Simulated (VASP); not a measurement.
Output of a VASP run:

**OUTCAR**
```
 ion  position               nearest neighbor table
   1  0.000  0.000  0.000-   2 2.92   2 2.92   2 2.92   2 2.92   2 2.92   2 2.92   2 2.92   2 2.92
  LATTYP: Found a simple cubic cell.
 ALAT       =     3.3730172291
 Subroutine PRICEL returns:
 Original cell was already a primitive cell.
 Subroutine GETGRP returns: Found 48 space group operations
The static configuration has the point symmetry O_h .
The dynamic configuration has the point symmetry O_h .
The overall configuration has the point symmetry O_h .
 Subroutine INISYM returns: Found 48 space group operations
 Subroutine IBZKPT returns following result:
 Found     84 irreducible k-points:

 Following reciprocal coordinates:
            Coordinates               Weight
  0.000000  0.000000  0.000000      1.000000
  0.083333  0.000000  0.000000      6.000000
  0.166667  0.000000  0.000000      6.000000
  0.250000  0.000000  0.000000      6.000000
  0.333333  0.000000  0.000000      6.000000
  0.416667  0.000000  0.000000      6.000000
  0.500000  0.000000  0.000000      3.000000
  0.083333  0.083333  0.000000     12.000000
  0.166667  0.083333  0.000000     24.000000
  0.250000  0.083333  0.000000     24.000000
  0.333333  0.083333  0.000000     24.000000
  0.416667  0.083333  0.000000     24.000000
  0.500000  0.083333  0.000000     12.000000
  0.166667  0.166667  0.000000     12.000000
  0.250000  0.166667  0.000000     24.000000
  0.333333  0.166667  0.000000     24.000000
  0.416667  0.166667  0.000000     24.000000
  0.500000  0.166667  0.000000     12.000000
  0.250000  0.250000  0.000000     12.000000
  0.333333  0.250000  0.000000     24.000000
  0.416667  0.250000  0.000000     24.000000
  0.500000  0.250000  0.000000     12.000000
  0.333333  0.333333  0.000000     12.000000
  0.416667  0.333333  0.000000     24.000000
  0.500000  0.333333  0.000000     12.000000
  0.416667  0.416667  0.000000     12.000000
  0.500000  0.416667  0.000000     12.000000
  0.500000  0.500000  0.000000      3.000000
  0.083333  0.083333  0.083333      8.000000
  0.166667  0.083333  0.083333     24.000000
  0.250000  0.083333  0.083333     24.000000
  0.333333  0.083333  0.083333     24.000000
  0.416667  0.083333  0.083333     24.000000
  0.500000  0.083333  0.083333     12.000000
  0.166667  0.166667  0.083333     24.000000
  0.250000  0.166667  0.083333     48.000000
  0.333333  0.166667  0.083333     48.000000
  0.416667  0.166667  0.083333     48.000000
  0.500000  0.166667  0.083333     24.000000
  0.250000  0.250000  0.083333     24.000000
   k-points           NKPTS =     84   k-points in BZ     NKDIM =     84   number of bands    NBANDS=     15
   number of dos      NEDOS =    601   number of ions     NIONS =      2
   total plane-waves  NPLWV =  13824
   dimension x,y,z NGX =    24 NGY =   24 NGZ =   24
   dimension x,y,z NGXF=    48 NGYF=   48 NGZF=   48
   ions per type =               1   1
   PREC   = accura    normal or accurate (medium, high low for compatibility)
   ISTART =      0    job   : 0-new  1-cont  2-samecut
   ICHARG =      2    charge: 1-file 2-atom 10-const
   ISPIN  =      2    spin polarized calculation?
   LNONCOLLINEAR =      F non collinear calculations
   LSORBIT =      F    spin-orbit coupling
   INIWAV =      1    electr: 0-lowe 1-rand  2-diag
   ENCUT  =  400.0 eV  29.40 Ry    5.42 a.u.   5.50  5.50  5.50*2*pi/ulx,y,z
   NELM   =    100;   NELMIN=  2; NELMDL= -5     # of ELM steps
   EDIFF  = 0.1E-06   stopping-criterion for ELM
   LREAL  =      F    real-space projection
   NLSPLINE    = F    spline interpolate recip. space projectors
   LMAXMIX     =    4 max onsite mixed and CHGCAR
   VOSKOWN=      0    Vosko Wilk Nusair interpolation
   EDIFFG = 0.1E-05   stopping-criterion for IOM
   NSW    =      0    number of steps for IOM
   NBLOCK =      1;   KBLOCK =      1    inner block; outer block
   IBRION =     -1    ionic relax: 0-MD 1-quasi-New 2-CG
...
```

OSZICAR:
```
       N       E                     dE             d eps       ncg     rms          rms(c)
DAV:   1     0.965983779736E+02    0.96598E+02   -0.96964E+03  5502   0.108E+03
DAV:   2    -0.288665215062E+02   -0.12546E+03   -0.11990E+03  5418   0.300E+02
DAV:   3    -0.340001687538E+02   -0.51336E+01   -0.50993E+01  6181   0.671E+01
DAV:   4    -0.340521975000E+02   -0.52029E-01   -0.52009E-01  5537   0.702E+00
DAV:   5    -0.340530390643E+02   -0.84156E-03   -0.84115E-03  6244   0.917E-01    0.909E+00
DAV:   6    -0.293413501628E+02    0.47117E+01   -0.13398E+01  5236   0.497E+01    0.130E+01
DAV:   7    -0.297088735014E+02   -0.36752E+00   -0.19581E+00  5159   0.193E+01    0.631E+00
DAV:   8    -0.296932039904E+02    0.15670E-01   -0.10542E-01  5537   0.322E+00    0.360E+00
DAV:   9    -0.296985629391E+02   -0.53589E-02   -0.21357E-01  5446   0.390E+00    0.989E-01
DAV:  10    -0.296992946507E+02   -0.73171E-03   -0.34177E-02  5278   0.175E+00    0.402E-01
DAV:  11    -0.296992967264E+02   -0.20757E-05   -0.51802E-03  5383   0.746E-01    0.247E-01
DAV:  12    -0.296993452679E+02   -0.48541E-04   -0.18932E-03  5236   0.410E-01    0.773E-02
DAV:  13    -0.296994150721E+02   -0.69804E-04   -0.21969E-04  5579   0.141E-01    0.505E-02
DAV:  14    -0.296994431905E+02   -0.28118E-04   -0.60302E-05  5404   0.665E-02    0.215E-02
DAV:  15    -0.296994685803E+02   -0.25390E-04   -0.22466E-05  5264   0.485E-02    0.151E-02
DAV:  16    -0.296994435100E+02    0.25070E-04   -0.78263E-06  5481   0.200E-02    0.348E-03
DAV:  17    -0.296994408882E+02    0.26219E-05   -0.74283E-07  5453   0.807E-03    0.102E-03
DAV:  18    -0.296994421164E+02   -0.12282E-05   -0.54627E-08  3760   0.235E-03    0.136E-03
DAV:  19    -0.296994433641E+02   -0.12477E-05   -0.66225E-08  2924   0.201E-03    0.398E-04
DAV:  20    -0.296994432696E+02    0.94502E-07   -0.85630E-09  2632   0.815E-04
   1 F= -.29699443E+02 E0= -.29699443E+02  d E =0.000000E+00  mag=     4.8600
       N       E                     dE             ncg
```

**OUTCAR**
```
------------------------ aborting loop because EDIFF is reached ----------------------------------------
  FORCE on cell =-STRESS in cart. coord.  units (eV):
  Direction    XX          YY          ZZ          XY          YZ          ZX
  --------------------------------------------------------------------------------------
  Total        0.1197017      0.1197017      0.1197017     -0.0000000     -0.0000000      0.0000000
  in kB        4.9975275      4.9975275      4.9975275     -0.0000000     -0.0000000      0.0000000
  external PRESSURE =       4.9975275 kB  Pullay stress =       0.0000000 kB
  volume of cell :       38.38
      direct lattice vectors                 reciprocal lattice vectors
     3.373017229  0.000000000  0.000000000     0.296470469  0.000000000  0.000000000
     0.000000000  3.373017229  0.000000000     0.000000000  0.296470469  0.000000000
     0.000000000  0.000000000  3.373017229     0.000000000  0.000000000  0.296470469
 POSITION                                       TOTAL-FORCE (eV/Angst)
 -----------------------------------------------------------------------------------
      0.00000      0.00000      0.00000         0.000000      0.000000      0.000000
      1.68651      1.68651      1.68651         0.000000      0.000000      0.000000
 -----------------------------------------------------------------------------------
    total drift:                               -0.000000      0.000000      0.000000
  FREE ENERGIE OF THE ION-ELECTRON SYSTEM (eV)
  ---------------------------------------------------
  free  energy   TOTEN  =       -29.6994432696 eV

  energy  without entropy=      -29.6994432696  energy(sigma->0) =      -29.69944327

 total charge

# of ion       s       p       d       tot
------------------------------------------
    1        0.196   6.121   4.903  11.220
    2        1.469   2.427   0.031   3.926
--------------------------------------------------
tot          1.665   8.547   4.934  15.146

 magnetization (x)

# of ion       s       p       d       tot
------------------------------------------
    1        0.035   0.032   4.360   4.427
    2        0.026   0.094   0.006   0.127
--------------------------------------------------
tot          0.062   0.125   4.367   4.553
```
(Selected blocks of OUTCAR.)

POSCAR:
```
MnSe
1
    3.3730172291    -0.0000000000     0.0000000000
   -0.0000000000     3.3730172291     0.0000000000
   -0.0000000000    -0.0000000000     3.3730172291
Mn Se
1 1
Direct
  0.0000000000   0.0000000000   0.0000000000
  0.5000000000   0.5000000000   0.5000000000
```

Problem. Reconstruct the remaining input files.

Solution. One answer among several that fit: the input of the run itself, r2SCAN meta-GGA, plane waves, VASP's PBE PAW potentials (set 64).

**INCAR**
```
SYSTEM = MnSe
PREC = Accurate
ENCUT = 400
EDIFF = 1E-7
NELM = 100
ALGO = Normal
LREAL = .FALSE.
LASPH = .TRUE.
ISMEAR = -5
METAGGA = R2SCAN
LMIXTAU = .TRUE.
LMAXMIX = 4
ISPIN = 2
MAGMOM = 4.4 0.1
LORBIT = 11
LWAVE = .FALSE.
LCHARG = .FALSE.
NEDOS = 601
ISIF = 2
```

File KPOINTS_OPT:
```
k-points along high-symmetry lines
10
Line-mode
Reciprocal
  0.000000   0.000000   0.000000 ! GAMMA
  0.000000   0.500000   0.000000 ! X

  0.000000   0.500000   0.000000 ! X
  0.500000   0.500000   0.000000 ! M

  0.500000   0.500000   0.000000 ! M
  0.000000   0.000000   0.000000 ! GAMMA

  0.000000   0.000000   0.000000 ! GAMMA
  0.500000   0.500000   0.500000 ! R

  0.500000   0.500000   0.500000 ! R
  0.000000   0.500000   0.000000 ! X

  0.500000   0.500000   0.500000 ! R
  0.500000   0.500000   0.000000 ! M
```

**KPOINTS**
```
Automatic mesh
0
Gamma
12 12 12
0 0 0
```

POTCAR, in this order: Mn_pv Se (PBE.64 set). Program: vasp_std.

The moments were started parallel, and other spin orders were not tried in this run. For a metal the tetrahedron method with Blöchl corrections gives inexact stress and forces.

The structure was generated: MnSe was put into the CsCl type type (Pm-3m), which need not be its known phase. It was relaxed first.
